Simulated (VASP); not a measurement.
# CdSb2O4 (P-1) in VASP: notebook

The runs below take CdSb2O4 through relaxation of cell and atoms, with PBE.

Program: VASP 6.6.1. These are calculated values, not measurements. Logs are shortened: lines on timing, memory, paths and dates and some standing lists are left out, and cuts for length are marked.

**1. The structure**

The typed cell holds 7 atoms: a = 4.327 Å, b = 4.440 Å, c = 6.102 Å, α = 86.56°, β = 86.57°, γ = 86.54°.

The cell was built by a generator and needn't be a form met in nature.

**2. Relaxation of cell and atoms, PBE**

File INCAR:

```
SYSTEM = CdSb2O4
PREC     = Accurate       ! precision mode
ENCUT    = 520            ! plane-wave cutoff, eV
EDIFF    = 1E-6           ! SCF threshold, eV
ISMEAR   = 0              ! smearing method
SIGMA    = 0.1            ! smearing width, eV
LREAL    = .False.        ! projectors in reciprocal space
LASPH    = .True.         ! aspherical terms in the spheres
NELM     = 120            ! most SCF steps
ALGO     = Normal         ! electronic algorithm
ISIF     = 3              ! what is computed and relaxed
LWAVE    = .False.        ! write WAVECAR
LCHARG   = .False.        ! write CHGCAR
GGA      = PE             ! functional
IBRION   = 2              ! ionic algorithm
NSW      = 90             ! ionic steps
EDIFFG   = -0.01          ! ionic threshold
KPAR     = 8
```

File KPOINTS:

```
Automatic mesh
0
Gamma
  8 8 6
  0 0 0
```

File POSCAR:

```
CdSb2O4
1.0
    4.3272247500      0.0000000000      0.0000000000
    0.2677670000      4.4316733700      0.0000000000
    0.3648839800      0.3446567400      6.0810483800
Cd Sb O
1 2 4
Direct
    0.0000000000      0.0000000000      0.0000000000
    0.0000000000      0.5000000000      0.5000000000
    0.5000000000      0.0000000000      0.5000000000
    0.2749909800      0.7783967000      0.2697594700
    0.7645454100      0.2565375200      0.2709032200
    0.7250090200      0.2216033000      0.7302405300
    0.2354545900      0.7434624800      0.7290967800
```

Potentials or basis: VASP PAW PBE potentials, release 64 (Cd, Sb, O).

The run is started by

```bash
$ cat potpaw_PBE.64/Cd/POTCAR potpaw_PBE.64/Sb/POTCAR potpaw_PBE.64/O/POTCAR > POTCAR
$ mpirun -np 8 vasp_std > vasp.out
```

OUTCAR:

```text
SYSTEM = CdSb2O4
   PREC = Accurate
   ENCUT = 520
   EDIFF = 1E-6
   ISMEAR = 0
   LREAL = .False.
   LASPH = .True.
   NELM = 120
   ISIF = 3
   GGA = PE
   IBRION = 2
   NSW = 90
   EDIFFG = -0.01

 ion  position               nearest neighbor table
   1  0.000  0.000  0.000-   5 2.23   7 2.23   6 2.23   4 2.23   3 3.63   3 3.63   2 3.66   2 3.66

   2  0.000  0.500  0.500-   5 2.16   7 2.16   6 2.16   4 2.16   3 3.00   3 3.00   3 3.19   3 3.19
                             1 3.66   1 3.66
   3  0.500  0.000  0.500-   4 2.08   6 2.08   5 2.08   7 2.08   2 3.00   2 3.00   2 3.19   2 3.19
                             1 3.63   1 3.63
   4  0.275  0.778  0.270-   3 2.08   2 2.16   1 2.23
   5  0.765  0.257  0.271-   3 2.08   2 2.16   1 2.23
   6  0.725  0.222  0.730-   3 2.08   2 2.16   1 2.23
   7  0.235  0.743  0.729-   3 2.08   2 2.16   1 2.23

  LATTYP: Found a triclinic cell.
 ALAT       =     4.4397554014
 B/A-ratio  =     1.3536561797
 C/A-ratio  =     1.3743386533
 COS(alpha) =     0.0012591766
 COS(beta)  =     0.0599889015
 COS(gamma) =     0.6953150030

  Lattice vectors:

 A1 = (   0.2677670000,   4.4316733700,   0.0000000000)
 A2 = (  -4.0594577500,   4.4316733700,   0.0000000000)
 A3 = (   0.3648839800,   0.3446567400,   6.0810483800)

Analysis of symmetry for initial positions (statically):
=====================================================================
 Subroutine PRICEL returns:
 Original cell was already a primitive cell.

 Routine SETGRP: Setting up the symmetry group for a
 triclinic supercell.

 Subroutine GETGRP returns: Found  2 space group operations
 (whereof  2 operations were pure point group operations)
 out of a pool of  2 trial point group operations.

The static configuration has the point symmetry S_2 .

Analysis of symmetry for dynamics (positions and initial velocities):
=====================================================================
 Subroutine PRICEL returns:
 Original cell was already a primitive cell.

 Routine SETGRP: Setting up the symmetry group for a
 triclinic supercell.

 Subroutine GETGRP returns: Found  2 space group operations
 (whereof  2 operations were pure point group operations)
 out of a pool of  2 trial point group operations.

The dynamic configuration has the point symmetry S_2 .

 Subroutine INISYM returns: Found  2 space group operations
 (whereof  2 operations are pure point group operations),
 and found     1 'primitive' translations

----------------------------------------------------------------------------------------

                                     Primitive cell

  volume of cell :     116.6153

  direct lattice vectors                    reciprocal lattice vectors
     4.327224750  0.000000000  0.000000000     0.231094999 -0.013963036 -0.013075115
     0.267767000  4.431673370  0.000000000     0.000000000  0.225648399 -0.012789117
     0.364883980  0.344656740  6.081048380     0.000000000  0.000000000  0.164445329

  length of vectors
     4.327224750  4.439755401  6.101727459     0.231885367  0.226010534  0.164445329

  position of ions in fractional coordinates (direct lattice)
     0.000000000  0.000000000  0.000000000
     0.000000000  0.500000000  0.500000000
     0.500000000  0.000000000  0.500000000
     0.274990980  0.778396700  0.269759470
     0.764545410  0.256537520  0.270903220
     0.725009020  0.221603300  0.730240530
     0.235454590  0.743462480  0.729096780

  ion indices of the primitive-cell ions
   primitive index   ion index
                 1           1
                 2           2
                 3           3
                 4           4
                 5           5
                 6           6
                 7           7

----------------------------------------------------------------------------------------

 KPOINTS: Automatic mesh

Automatic generation of k-mesh.
 Grid dimensions read from file:
 generate k-points for:    8    8    6

 Generating k-lattice:

  Cartesian coordinates                     Fractional coordinates (reciprocal lattice)
     0.028886875 -0.001745379 -0.001634389     0.125000000  0.000000000  0.000000000
     0.000000000  0.028206050 -0.001598640     0.000000000  0.125000000  0.000000000
     0.000000000  0.000000000  0.027407555     0.000000000  0.000000000  0.166666667

  Length of vectors
     0.028985671  0.028251317  0.027407555

  Shift w.r.t. Gamma in fractional coordinates (k-lattice)
     0.000000000  0.000000000  0.000000000

 Subroutine IBZKPT returns following result:
 ===========================================

 Found    196 irreducible k-points:

 Following reciprocal coordinates:
            Coordinates               Weight
  0.000000  0.000000  0.000000      1.000000
  0.125000  0.000000 -0.000000      2.000000
  0.250000  0.000000 -0.000000      2.000000
  0.375000  0.000000  0.000000      2.000000
  0.500000  0.000000 -0.000000      1.000000
  0.000000  0.125000  0.000000      2.000000
[... 21 lines left out ...]
   NELM   =    120;   NELMIN=  2; NELMDL= -5     # of ELM steps
   EDIFF  = 0.1E-05   stopping-criterion for ELM
   LREAL  =      F    real-space projection
   EDIFFG = -.1E-01   stopping-criterion for IOM
   NSW    =     90    number of steps for IOM
   IBRION =      2    ionic relax: 0-MD 1-quasi-New 2-CG
   NFREE  =      1    steps in history (QN), initial steepest desc. (CG)
   ISIF   =      3    stress and relaxation
   ISYM   =      2    0-nonsym 1-usesym 2-fastsym
   POTIM  = 0.5000    time-step for ionic-motion
   TEBEG  =    0.0;   TEEND  =   0.0 temperature during run
   PSTRESS=    0.0 pullay stress
   NELECT =      46.0000    total number of electrons
   NUPDOWN=      -1.0000    fix difference up-down
   EMIN   =  10.00;   EMAX   =-10.00  energy-range for DOS
   EFERMI =   0.00;   METHOD = LEGACY
   ISMEAR =     0;   SIGMA  =   0.10  broadening in eV -4-tet -1-fermi 0-gaus
   EFERMI_NEDOS =   21; number of points for ismear=-14 and -15
   IALGO  =     38    algorithm
   IMIX   =      4    mixing-type and parameters
     AMIX     =   0.40;   BMIX     =  1.00
     AMIX_MAG =   1.60;   BMIX_MAG =  1.00
  volume/ion in A,a.u.               =      16.66       112.42
  Fermi-wavevector in a.u.,A,eV,Ry     =   1.200629  2.268860 19.612940  1.441510
  Thomas-Fermi vector in A             =   2.336460
   LORBIT       =      0    0 simple, 1 ext, 2 COOP (PROOUT), +10 PAW based schemes
   GGA     = PE    functional components
   LHFCALC =     F    Hartree Fock is set to
   AEXX    =    0.0000 exact exchange contribution
   IVDW    =     0    specifies the selected vdW correction
   LEPSILON=     F    determine dielectric tensor
   LRPA    =     F    only Hartree local field effects (RPA)
 conjugate gradient relaxation of ions
 non-spin polarized calculation
 Gauss-broadening in eV      SIGMA  =   0.10
  energy-cutoff  :      520.00
  volume of cell :      116.62
 maximum number of plane-waves:      3164
   NGX = 17   NGY = 17   NGZ = 23

--------------------------------------- Ionic step        1  -------------------------------------------

 number of electron      45.9999998 magnetization

 Free energy of the ion-electron system (eV)
  ---------------------------------------------------
  ext. energy  EPLUGINS =         0.00000000
  ---------------------------------------------------
  free energy    TOTEN  =       -35.25570732 eV

  energy without entropy =      -35.25447859  energy(sigma->0) =      -35.25509295

------------------------ aborting loop because EDIFF is reached ----------------------------------------

  FORCE on cell =-STRESS in cart. coord.  units (eV):
  Direction    XX          YY          ZZ          XY          YZ          ZX
  --------------------------------------------------------------------------------------
  -------------------------------------------------------------------------------------
  Total        0.7979809      0.3873376      0.4215320      0.1531635     -0.0405274      0.0127627
  in kB       10.9634542      5.3216282      5.7914258      2.1043120     -0.5568055      0.1753471
  external PRESSURE =       7.3588361 kB  Pullay stress =       0.0000000 kB
[... 104 lines left out ...]
  FREE ENERGIE OF THE ION-ELECTRON SYSTEM (eV)
  ---------------------------------------------------
  free  energy   TOTEN  =       -35.2583930409 eV

  energy  without entropy=      -35.2569132850  energy(sigma->0) =      -35.25765316

[... ionic steps 4 to 23 ...]

--------------------------------------- Ionic step       24  -------------------------------------------

 number of electron      46.0000002 magnetization

------------------------ aborting loop because EDIFF is reached ----------------------------------------
[... 77 lines left out ...]
--------------------------------------- Ionic step       26  -------------------------------------------

 number of electron      45.9999999 magnetization

 Free energy of the ion-electron system (eV)
  ---------------------------------------------------
  ext. energy  EPLUGINS =         0.00000000
  ---------------------------------------------------
  free energy    TOTEN  =       -35.26965432 eV

  energy without entropy =      -35.26759575  energy(sigma->0) =      -35.26862503

 E-fermi :   3.9633     XC(G=0):  -9.6745

 val. band max:        3.9397678074   @ k =   0.0000   0.5000   0.5000
 cond. band min:       4.0056097770   @ k =   0.5000   0.3750  -0.0000
 fundamental gap:      0.0658419697
 Fermi energy:         3.9633420515

 k-point     1 :       0.0000    0.0000    0.0000
  band No.  band energies     occupation
      1     -15.0582      2.00000
      2     -13.9470      2.00000
      3     -13.9375      2.00000
      4     -13.1940      2.00000
      5      -5.3468      2.00000
      6      -4.6411      2.00000
[... 709 lines left out ...]
     26       8.5577      0.00000
     27       8.9426      0.00000

 [... further k-points ...]

------------------------ aborting loop because EDIFF is reached ----------------------------------------

  FORCE on cell =-STRESS in cart. coord.  units (eV):
  Direction    XX          YY          ZZ          XY          YZ          ZX
  --------------------------------------------------------------------------------------
  -------------------------------------------------------------------------------------
  Total        0.0016318      0.0205465     -0.0383113     -0.0209958     -0.0362257      0.0042738
  in kB        0.0221284      0.2786258     -0.5195302     -0.2847186     -0.4912479      0.0579564
  external PRESSURE =      -0.0729253 kB  Pullay stress =       0.0000000 kB
[... 22 lines left out ...]
  FREE ENERGIE OF THE ION-ELECTRON SYSTEM (eV)
  ---------------------------------------------------
  free  energy   TOTEN  =       -35.2696543170 eV

  energy  without entropy=      -35.2675957530  energy(sigma->0) =      -35.26862503

 reached required accuracy - stopping structural energy minimisation
```

It took 9.3 min on 8 MPI ranks of Intel Xeon 6975P-C (Granite Rapids), shared host; peak memory 0.71 GiB.

Results:

```
Free energy                            : -35.2697 eV
Relaxed volume                         : 16.88 Å³/atom
Relaxed cell                           : a = 4.406 Å, b = 4.387 Å, c = 6.127 Å, α = 88.88°, β = 88.95°, γ = 86.44°
Space group after relaxing (to 0.05 Å) : C2/m (No. 12)
Energy gained by relaxing              : 2.0 meV/atom
Ionic steps                            : 26
Pressure after relaxing                : 0.0 GPa
Largest force after relaxing           : 0.008 eV/Å
Band gap on the k mesh                 : none (metal or under the smearing width)
```

Forces in eV/Å, atoms in the order of the input:
```
Cd   0.000  0.000  0.000
Sb   0.000  0.000  0.000
Sb   0.000  0.000  0.000
O   -0.002  0.002 -0.007
O   -0.005 -0.006  0.001
O    0.002 -0.002  0.007
O    0.005  0.006 -0.001
```

The path:
```csv
step,energy change (eV),largest force (eV/Å),pressure (GPa),volume (Å³)
1,0.0000,0.0686,0.74,116.62
2,-0.0023,0.1156,-0.43,117.91
3,-0.0027,0.0994,-0.12,117.55
4,-0.0043,0.0613,-0.09,117.76
5,-0.0045,0.0651,-0.06,117.87
6,-0.0054,0.0555,-0.01,117.85
7,-0.0062,0.0533,0.09,117.80
8,-0.0069,0.0489,0.03,117.89
9,-0.0077,0.0404,-0.10,118.13
10,-0.0085,0.0492,0.05,118.03
11,-0.0090,0.0783,0.29,117.87
12,-0.0093,0.0739,0.26,117.89
13,-0.0102,0.0635,0.17,117.97
14,-0.0111,0.0571,0.02,118.13
15,-0.0106,0.0689,-0.28,118.43
16,-0.0113,0.0606,-0.08,118.23
17,-0.0117,0.0482,-0.06,118.21
18,-0.0123,0.0326,0.01,118.13
19,-0.0128,0.0258,0.03,118.12
20,-0.0136,0.0152,0.07,118.06
21,-0.0137,0.0162,0.08,118.05
22,-0.0137,0.0303,-0.12,118.21
23,-0.0137,0.0208,-0.04,118.14
24,-0.0138,0.0175,-0.02,118.13
25,-0.0139,0.0141,0.04,118.08
26,-0.0139,0.0081,-0.01,118.15
```

Final structure:
```xyz
7
Lattice="4.4051 -0.0010 -0.0928 0.2716 4.3775 -0.0876 0.2416 0.2275 6.1175" Properties=species:S:1:pos:R:3 pbc="T T T"
Cd    0.0000    0.0000    0.0000
Sb    0.2566    2.3025    3.0149
Sb    2.3233    0.1132    3.0123
O     1.3702    3.3788    1.5787
O     3.4911    1.1725    1.5743
O     3.5481    1.2252    4.3583
O     1.4272    3.4314    4.3627
```

Levels at points of the mesh, in eV from the Fermi level:
| k point | band 20 | band 21 | band 22 | band 23 | band 24 | band 25 | band 26 | band 27 |
| --- | --- | --- | --- | --- | --- | --- | --- | --- |
| (0.00, 0.00, 0.00) | -2.47 | -2.12 | -1.38 | -0.97 | 1.63 | 2.00 | 3.41 | 6.04 |
| (0.50, 0.00, 0.00) | -1.94 | -1.47 | -0.56 | -0.26 | 2.19 | 2.94 | 3.75 | 3.93 |
| (0.00, 0.50, 0.00) | -1.94 | -1.48 | -0.52 | -0.28 | 2.15 | 2.98 | 3.72 | 3.94 |
| (0.50, 0.50, 0.00) | -1.55 | -0.95 | -0.69 | -0.56 | -0.22 | 2.66 | 4.31 | 4.97 |
| (0.00, 0.00, 0.50) | -2.59 | -1.75 | -1.60 | -1.36 | 0.92 | 1.69 | 4.82 | 5.04 |
| (0.50, 0.00, 0.50) | -2.23 | -2.01 | -0.24 | -0.07 | 3.14 | 3.18 | 3.38 | 4.08 |
| (0.00, 0.50, 0.50) | -2.23 | -2.01 | -0.27 | -0.02 | 3.12 | 3.20 | 3.36 | 4.19 |
| (0.50, 0.50, 0.50) | -1.31 | -1.18 | -0.18 | -0.16 | 0.69 | 4.19 | 4.22 | 4.36 |

**3. Relaxation of cell and atoms, PBE**

This run uses another cell than the first one, of 16.88 Å³/atom, 1.013 times its volume.

INCAR: that of step 2 with these lines changed.

```diff
@@ -3,3 +3,3 @@
 ENCUT    = 520            ! plane-wave cutoff, eV
-EDIFF    = 1E-6           ! SCF threshold, eV
+EDIFF    = 1E-7           ! SCF threshold, eV
 ISMEAR   = 0              ! smearing method
@@ -15,4 +15,5 @@
 IBRION   = 2              ! ionic algorithm
-NSW      = 90             ! ionic steps
-EDIFFG   = -0.01          ! ionic threshold
+NSW      = 60             ! ionic steps
+EDIFFG   = -0.005         ! ionic threshold
+POTIM    = 0.3            ! step
 KPAR     = 8
```

KPOINTS is that of step 2.

File POSCAR:

```
CdSb2O4                                 
1.0
    4.4051071440     -0.0010476780     -0.0928305934
    0.2716143510      4.3774945044     -0.0876438539
    0.2415892200      0.2274802236      6.1175139446
  Cd              Sb              O             
     1     2     4
Direct
     0.0000000000000000    0.0000000000000000    0.0000000000000000
     0.0000000000000000    0.5000000000000000    0.5000000000000000
     0.5000000000000000    0.0000000000000000    0.5000000000000000
     0.2493725571530625    0.7577398042731249    0.2727082138711253
     0.7619225138992546    0.2538685896190174    0.2725461772416151
     0.7506274428469371    0.2422601957268752    0.7272917861288746
     0.2380774861007457    0.7461314103809822    0.7274538227583845
```

Potentials or basis: VASP PAW PBE potentials, release 64 (Cd, Sb, O).

The run is started by

```bash
$ cat potpaw_PBE.64/Cd/POTCAR potpaw_PBE.64/Sb/POTCAR potpaw_PBE.64/O/POTCAR > POTCAR
$ mpirun -np 8 vasp_std > vasp.out
```

Run time: 6.8 min. Hardware: 8 MPI ranks of Intel Xeon 6975P-C (Granite Rapids), shared host; peak memory 0.72 GiB.

The run converged. Its results:

| Property | Result |
| --- | --- |
| Free energy | -35.2725 eV |
| Relaxed volume | 16.90 Å³/atom |
| Relaxed cell | a = 4.399 Å, b = 4.397 Å, c = 6.127 Å, α = 89.87°, β = 89.87°, γ = 86.46° |
| Space group after relaxing (to 0.05 Å) | Cmmm (No. 65) |
| Energy gained by relaxing | 0.1 meV/atom |
| Ionic steps | 22 |
| Pressure after relaxing | 0.0 GPa |
| Largest force after relaxing | 0.005 eV/Å |
| Band gap on the k mesh | none (metal or under the smearing width) |

Forces on the atoms (eV/Å):
```
Cd   0.000  0.000  0.000
Sb   0.000  0.000  0.000
Sb   0.000  0.000  0.000
O    0.001 -0.002 -0.005
O   -0.002  0.002 -0.004
O   -0.001  0.002  0.005
O    0.002 -0.002  0.004
```

The path:
```csv
step,energy change (eV),largest force (eV/Å),pressure (GPa),volume (Å³)
1,0.0000,0.0083,0.03,118.15
2,0.0000,0.0108,0.01,118.18
3,-0.0001,0.0163,-0.04,118.25
4,-0.0001,0.0146,-0.01,118.24
5,-0.0001,0.0132,0.03,118.21
6,-0.0001,0.0100,0.02,118.23
7,-0.0002,0.0116,-0.02,118.26
8,-0.0002,0.0120,-0.02,118.26
9,-0.0003,0.0136,-0.02,118.26
10,-0.0004,0.0183,-0.02,118.26
11,-0.0005,0.0295,-0.02,118.26
12,-0.0005,0.0283,-0.02,118.25
13,-0.0006,0.0248,0.00,118.25
14,-0.0007,0.0192,0.02,118.23
15,-0.0008,0.0122,0.07,118.20
16,-0.0008,0.0083,0.03,118.24
17,-0.0008,0.0073,-0.03,118.31
18,-0.0009,0.0057,-0.01,118.30
19,-0.0009,0.0057,0.00,118.29
20,-0.0009,0.0091,0.02,118.28
21,-0.0009,0.0073,0.01,118.29
22,-0.0009,0.0049,0.00,118.29
```

Final structure:
```yaml
crystal:
  lattice:
    - [4.39740, -0.00217, -0.12820]
    - [0.26997, 4.38727, -0.12579]
    - [0.19201, 0.17766, 6.12094]
  atoms:
    - { symbol: Cd, position: [0.00000, 0.00000, 0.00000] }
    - { symbol: Sb, position: [0.00000, 0.50000, 0.50000] }
    - { symbol: Sb, position: [0.50000, 0.00000, 0.50000] }
    - { symbol: O, position: [0.24620, 0.75480, 0.27279] }
    - { symbol: O, position: [0.75520, 0.24646, 0.27278] }
    - { symbol: O, position: [0.75380, 0.24520, 0.72721] }
    - { symbol: O, position: [0.24480, 0.75353, 0.72722] }
```

Levels at points of the mesh, in eV from the Fermi level:
```csv
k point,band 20,band 21,band 22,band 23,band 24,band 25,band 26,band 27
"(0.00, 0.00, 0.00)",-2.47,-2.12,-1.37,-0.97,1.63,2.01,3.41,6.03
"(0.50, 0.00, 0.00)",-1.93,-1.47,-0.54,-0.27,2.17,2.95,3.74,3.93
"(0.00, 0.50, 0.00)",-1.93,-1.47,-0.54,-0.27,2.17,2.96,3.74,3.93
"(0.50, 0.50, 0.00)",-1.55,-0.95,-0.67,-0.55,-0.24,2.66,4.30,4.99
"(0.00, 0.00, 0.50)",-2.58,-1.76,-1.59,-1.36,0.92,1.69,4.83,5.04
"(0.50, 0.00, 0.50)",-2.22,-2.01,-0.25,-0.04,3.16,3.16,3.37,4.13
"(0.00, 0.50, 0.50)",-2.22,-2.01,-0.25,-0.04,3.15,3.17,3.37,4.13
"(0.50, 0.50, 0.50)",-1.30,-1.18,-0.17,-0.14,0.68,4.23,4.26,4.36
```
